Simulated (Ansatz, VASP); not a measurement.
# AlN: VASP beside Ansatz, part 3 of 3

Aim: how closely do two programs agree when they are given the same cell, functional and k mesh? The cell is taken from a series of runs on this material, whose earlier steps may have relaxed, scaled, displaced or heated it; both programs get it as it stands.

VASP 6.6.1 and Ansatz 0.2.0.

So far: The structure; VASP: zone-centre phonons, LDA.

**3. Ansatz: zone-centre phonons, LDA**

Level of this step: Ansatz beside VASP: Kohn-Sham DFT, plane waves, LDA (Ansatz).

Ansatz runs on its default PAW (the set named soft_2) files.

The same cell, functional (in two slightly different forms) and mesh now go to Ansatz.

input.yaml reads:

```yaml
crystal:
  lattice:
    - [3.1115794354, 0.0, 0.0]
    - [-1.5557897177, 2.694706837, 0.0]
    - [0.0, 0.0, 4.9501731872]
  atoms:
    - { symbol: Al, position: [0.3333333333, 0.6666666667, -0.0015454624] }
    - { symbol: Al, position: [0.6666666667, 0.3333333333, 0.4984545376] }
    - { symbol: "N", position: [0.3333333333, 0.6666666667, 0.3815454624] }
    - { symbol: "N", position: [0.6666666667, 0.3333333333, 0.8815454624] }
kpoints:
  mp_grid: { grid: [6, 6, 4] }
hamiltonian:
  xc: lda
scf:
  occupations: { method: fixed }
output:
  eigenvalues: true
basis:
  ecutwfc: 260.0
phonons:
  method: dfpt
  dielectric: true
  rigid_motions: translations
```

Launch:

```bash
> ansatz run input.yaml --threads 4 --pin off --max-ram 7168MiB --backend cpu --events-out ev --progress --plain --runs-dir out
```

Numbers of over 12 decimals in the logs are rounded to 6 here.

What it wrote:

```text
Warning: basis.ecutwfc = 260 eV is below the records' recommended 420 eV, and the density's cutoff is lower with it unless basis.ecutrho_ratio is high enough to keep the records' density cutoff: compare with a run at a higher cutoff
Engine: ansatz 0.2.0, aarch64-unknown-linux-gnu
Pseudopotentials: kind: paw
Pseudopotential: Al, paw, valence charge 3, recommended cutoff 420 eV (normal), Al.paw.azcp
Pseudopotential: N, paw, valence charge 5, recommended cutoff 420 eV (normal), N.paw.azcp
Functional definition: SPW92
  exchange = slater_x
  correlation = pw_c
Crystal: 4 atoms, lattice volume = 41.506 Å³
Basis set: ecut = 260 eV, 391 PW (Γ), exchange–correlation on 36×36×60 points (8 copies of the dense FFT grid, shifted against one another)
Bands: 12, of which v1, the nominal top of the filled ones, is band 8 counted from 1 (7 counted from 0)
Symmetry: 12 space group operations
k-points: 47 of 144 (irreducible under 2 space group operations, time reversal used)
Non-local potential: Al, projectors of the file, l = 0: 2, l = 1: 2, l = 2: 1
Non-local potential: N, projectors of the file, l = 0: 2, l = 1: 2, l = 2: 1
PAW form: soft (Blöchl's): semilocal exchange-correlation on the pseudo side does not see the compensation charge
PAW frozen core: Al, regenerated for the run's functional, and the local potential with it (the file was generated under x = pbe(κ = 0.804, μ = 0.219515), c = pbe(β = 0.066725))
PAW frozen core: N, regenerated for the run's functional, and the local potential with it (the file was generated under x = pbe(κ = 0.804, μ = 0.219515), c = pbe(β = 0.066725))
PAW one-centre angular grid: Al, 110 points (default); XC on 64 Gauss nodes
PAW one-centre angular grid: N, 110 points (default); XC on 64 Gauss nodes
Initial density: superposition of atomic densities (neutral atoms: chi_scale 0, normalization atom), corrected by the library's trained network
Initial wavefunctions: pseudopotential atomic-orbital guess
Functional: x = slater, c = lda
SCF iter   1: F=—  HF=-1777.918498 eV  |F-HF|=—  |Δ(HF+E_count)|=         —  Δρ=2.83e-2  dr2=2.08e-1  ethr=1.77e-3  ⟨swp⟩=4.7  Hψ=3099  notcnv=0  defer=75
preconditioner: auto → none  [insulator: Δε(μ)=3.938 eV  Ē_g=12.921 eV  n_scr=2 (ndim 8)  ℏωp=23.1 eV  f_vac=0.000  ε∞_Penn≈4.2]
SCF iter   2: F=—  HF=-1777.860741 eV  |F-HF|=—  |Δ(HF+E_count)|=   5.78e-2  Δρ=1.12e-2  dr2=3.63e-2  ethr=1.30e-3  ⟨swp⟩=2.5  Hψ=1371  notcnv=0  defer=94
SCF iter   3: F=—  HF=-1777.852210 eV  |F-HF|=—  |Δ(HF+E_count)|=   8.53e-3  Δρ=5.11e-3  dr2=1.71e-3  ethr=2.27e-4  ⟨swp⟩=2.0  Hψ=929  notcnv=0  defer=94
SCF iter   4: F=—  HF=-1777.852616 eV  |F-HF|=—  |Δ(HF+E_count)|=   4.06e-4  Δρ=2.13e-4  dr2=6.78e-6  ethr=1.07e-5  ⟨swp⟩=3.0  Hψ=1032  notcnv=0  defer=94
SCF iter   5: F=—  HF=-1777.852617 eV  |F-HF|=—  |Δ(HF+E_count)|=   1.07e-6  Δρ=1.48e-5  dr2=2.55e-8  ethr=4.24e-8  ⟨swp⟩=1.0  Hψ=565  notcnv=0  defer=1
SCF iter   6: F=—  HF=-1777.852616 eV  |F-HF|=—  |Δ(HF+E_count)|=   6.85e-7  Δρ=7.97e-7  dr2=1.66e-10  ethr=1.59e-10  ⟨swp⟩=2.1  Hψ=872  notcnv=0
SCF iter   7: F=-1777.852616 eV  HF=-1777.852616 eV  |F-HF|=4.55e-13  |Δ(HF+E_count)|=  1.41e-11  Δρ=8.92e-8  dr2=1.83e-12  ethr=1.00e-12  ⟨swp⟩=6.1  Hψ=3005  notcnv=0
SCF 1 converged in 7 iterations: F = -1777.852616 eV  dr2 = 1.83e-12
  greatest PAW one-centre occupation: 0.781 electrons in one spin orbital (limit 2), on the N atom at site 3 (counted from 0), in its partial waves of l = 0
DFPT response loops at Γ: preconditioner auto → none (the input reference at scf.mixing.eps_inf says where Resta's filter doesn't serve); β = 0.50; Broyden in place of MSR1
── the response to a field inside a basis, on 6×6×4 k-points: an SCF that follows is theirs, and a resumed run solves both again ──
Bands: 9, of which v1, the nominal top of the filled ones, is band 8 counted from 1 (7 counted from 0)
k-points: 24 of 144 (irreducible under 4 space group operations, time reversal used)
Initial density: handed on by an earlier stage of this run
Initial wavefunctions: pseudopotential atomic-orbital guess (no wavefunctions were taken with the density)
Eigensolver: Dense (24 Hₖ)
SCF iter   1: F=—  HF=-1779.392530 eV  |F-HF|=—  |Δ(HF+E_count)|=         —  Δρ=1.96e-2  dr2=6.06e-2  ethr=1.00e-1
preconditioner: auto → none  [insulator: Δε(μ)=5.106 eV  Ē_g=11.166 eV  n_scr=2 (ndim 8)  ℏωp=23.1 eV  f_vac=0.000  ε∞_Penn≈5.3]
SCF iter   2: F=—  HF=-1779.374768 eV  |F-HF|=—  |Δ(HF+E_count)|=   1.78e-2  Δρ=7.52e-3  dr2=1.41e-2  ethr=3.79e-4
SCF iter   3: F=—  HF=-1779.371750 eV  |F-HF|=—  |Δ(HF+E_count)|=   3.02e-3  Δρ=4.08e-3  dr2=1.23e-3  ethr=8.81e-5
SCF iter   4: F=—  HF=-1779.371571 eV  |F-HF|=—  |Δ(HF+E_count)|=   1.79e-4  Δρ=6.13e-4  dr2=2.51e-5  ethr=7.68e-6
SCF iter   5: F=—  HF=-1779.371576 eV  |F-HF|=—  |Δ(HF+E_count)|=   4.61e-6  Δρ=4.16e-5  dr2=1.14e-7  ethr=1.57e-7
SCF iter   6: F=-1779.371576 eV  HF=-1779.371576 eV  |F-HF|=1.86e-11  |Δ(HF+E_count)|=   3.87e-8  Δρ=1.56e-6  dr2=1.87e-10  ethr=7.14e-10
SCF 1 converged in 6 iterations: F = -1779.371576 eV  dr2 = 1.87e-10
DFPT response loops at Γ: mixed as the last ones told, above
WARN: field response: ε∞ stands inside a basis, on 6×6×4 points; the force constants stand on the 6×6×4 k-mesh, whose period is 12.32 times the interband length at k = (0.0000, 0.0000, 0.0000), direct gap 4.065 eV, under 14: take them and everything formed from them as unconverged, and compare with a denser kpoints.mp_grid
SCF converged after 7 iterations
Free energy (F): -1777.852616 eV
Harris-Foulkes:  -1777.852616 eV  (|F-HF|=4.55e-13)
Internal energy: -1777.852616 eV  (E = F + TS)
E sigma→0 (E₀):  -1777.852616 eV
Fermi energy:    7.037133 eV
--- Per-component energies (eV) ---
  E_band       = 27.237744
  E_kinetic    = 323.330616
  E_local      = -443.974724  (includes V_loc(G=0)·N_el)
  E_nonlocal   = 108.213447
  E_hartree    = 152.096385
  E_xc         = -203.184248
  E_vxc        = -217.803821  (∫ρ·V_xc dr)
  E_paw        = -1121.551748  (= ΣΔE_a)
  E_vpaw       = -46.723058  (= ΣTr[D̂ρ^β])
  E_aug_tail   = 0.002498  (compensation charges beyond the density's cutoff)
  E_ewald      = -593.056364
  E_core_change = 0.271521  (= ΣΔE_core)
  E_smearing   = -0.000000  (= −TS)
  E_closure    = -0.000000  (closes the sum)
  Σ components = -1777.852616   (vs F -1777.852616, Δ=0.00e0)
--- Band table (eV; the first three rows and the last of 47) ---
  k-point 0: bands = [... 4 lower, 6.0340, 6.8052, 6.8052, 7.0371, 11.1023, 13.4391, 17.4970, 17.9884]
  k-point 1: bands = [... 4 lower, 6.1332, 6.1332, 6.7081, 6.7081, 12.0833, 13.5801, 17.2096, 17.9603]
  k-point 2: bands = [... 4 lower, 6.4869, 6.4869, 6.4869, 6.4869, 13.3577, 13.3577, 17.2945, 17.2945]
  k-point 46: bands = [... 4 lower, 3.7985, 4.7061, 5.1141, 6.0689, 12.7144, 13.9277, 15.5850, 16.5871]
--- Phonons (Γ-DFPT): 4 representative perturbations + reference, on 47 of 144 k-points (Σ response iterations 12) ---
  k mesh reduced under 2 symmetry operations, with k and −k counted as one. Each operation leaves every solved perturbation unchanged. A smaller set is not considered because the run solves the response to a homogeneous field
  ASR residual: 3.508e-5 → 0.000e0 eV/Å²; symmetrization residual: 4.459e-6 eV/Å²
  ASR residual per site (eV/Å²): 4.88e-6 4.88e-6 3.51e-5 3.51e-5
  Γ frequencies (cm⁻¹): 0.00 0.00 0.00 231.51 231.51 562.89 654.80 691.53 691.53 707.89 710.51 710.51
  ε∞ (high-frequency dielectric tensor):
        4.423750    -0.000000    -0.000000
       -0.000000     4.423750    -0.000000
       -0.000000    -0.000000     4.644358
  ε⁰ (static dielectric tensor: ions relaxed, cell fixed):
        7.657972     0.000000    -0.000000
        0.000000     7.657972     0.000000
       -0.000000     0.000000     8.876376
  ε⁰ − ε∞ (ionic part):
        3.234223     0.000000     0.000000
        0.000000     3.234223     0.000000
        0.000000     0.000000     4.232018
  softest optical mode at Γ: 231.51 cm⁻¹; the repairs (sum rule, projections) moved no ω² at Γ by more than (1.31 cm⁻¹)²
  Born effective charges Z* (e; rows j = field, columns β = displacement):
    site 0:
         2.51976   -0.00000   -0.00000
        -0.00000    2.51976   -0.00000
        -0.00000   -0.00000    2.65638
    site 1:
         2.51976   -0.00000   -0.00000
        -0.00000    2.51976   -0.00000
        -0.00000   -0.00000    2.65638
    site 2:
        -2.51976    0.00000    0.00000
         0.00000   -2.51976    0.00000
         0.00000   -0.00000   -2.65638
    site 3:
        -2.51976    0.00000    0.00000
         0.00000   -2.51976    0.00000
         0.00000    0.00000   -2.65638
  Z* charge neutrality: 3.288e-2 e pre-enforcement
  solved inside a basis spanned on kpoints, on 6×6×4 k-points, its susceptibility summed on 12×12×6: ε∞ is read to err by 4.8e-2, Z* by 5.1e-2 e (field_mesh: kpoints solves on kpoints); Z* is corrected for what the basis lacks
  optical modes at Γ without the LO–TO term, one row a degenerate level:
      ω (cm⁻¹)  modes    IR ((D/Å)²/amu)
        231.51      2             0.0000
        562.89      1             0.0000
        654.80      1            35.3121
[...]
optical modes at Γ + LO–TO along q̂ = [1.0000, 0.0000, 0.0000]:
      ω (cm⁻¹)  modes    IR ((D/Å)²/amu)
[...]
optical modes at Γ + LO–TO along q̂ = [0.0000, 1.0000, 0.0000]:
      ω (cm⁻¹)  modes    IR ((D/Å)²/amu)
[...]
710.51      1            31.7733
        934.83      1            31.7733
  optical modes at Γ + LO–TO along q̂ = [0.0000, 0.0000, 1.0000]:
      ω (cm⁻¹)  modes    IR ((D/Å)²/amu)
        231.51      2             0.0000
        562.89      1             0.0000
        691.53      2             0.0000
        707.89      1             0.0000
        710.51      2            63.5466
        905.25      1            35.3121
```

**4. Comparison**

Known differences besides the potentials themselves: fixed occupations in Ansatz, narrow Gaussian smearing in VASP; VASP's response is taken on the typed mesh, Ansatz refines its own for the field response alone; the cutoff is 260 eV in Ansatz and 600 eV in VASP; VASP's log shows a relativistic correction to its local exchange, Ansatz's none; Ansatz's log warns that its cutoff lies below the recommended one. Total energies have different zeros and are not compared.

Compared:

| quantity | Ansatz | VASP | difference |
| --- | --- | --- | --- |
| ε∞ xx | 4.42 | 4.48 | -1.17 % |
| ε∞ yy | 4.42 | 4.48 | -1.17 % |
| ε∞ zz | 4.64 | 4.64 | +0.11 % |
| Born charge of Al1 (mean of the diagonal) (e) | 2.57 | 2.57 | -0.01 |
| Born charge of N3 (mean of the diagonal) (e) | -2.57 | -2.57 | +0.01 |

Zone-centre modes by rising frequency (cm⁻¹; imaginary ones negative):

| program | modes |
| --- | --- |
| Ansatz | 0.0, 0.0, 0.0, 231.5, 231.5, 562.9, 654.8, 691.5, 691.5, 707.9, 710.5, 710.5 |
| VASP | -0.1, 0.0, 0.0, 241.4, 241.4, 545.3, 610.8, 655.5, 655.5, 667.4, 667.4, 722.7 |

The two lists differ in the order or number of single and degenerate modes, so they aren't paired one by one; the r.m.s. figure in the results sets the two lists side by side in order.

**5. Outcome**

| Quantity | Value |
| --- | --- |
| r.m.s. difference of the optical zone-centre modes, each program's sorted by frequency (zone-centre phonons, LDA) | 31 cm⁻¹ |
| difference in ε∞ xx (zone-centre phonons, LDA) | -1.2 % |

In words: The r.m.s. difference of the optical zone-centre modes, each program's sorted by frequency is 31 cm⁻¹ (zone-centre phonons, LDA). Among the rows given in per cent, the largest difference of the zone-centre phonons, LDA pair is in ε∞ xx, -1.2 %. Ansatz's own log doubts the convergence of its zone-centre phonons, LDA run, which may account for the difference. How closely two codes agree says nothing of how well the functional describes the real material.

[Lines on the potential files, build, host, timing and source positions are cut from VASP's logs without a mark.]

[Logs are printed without paths, hosts, clocks, repeated set-up lines and the standing remarks that a program may print on its own settings, such as how far it seeks lower states.]

[Hosts, paths, dates, database ids (printed as entryN), source tags and the programs' standing remarks are cut or masked in the printed files.]
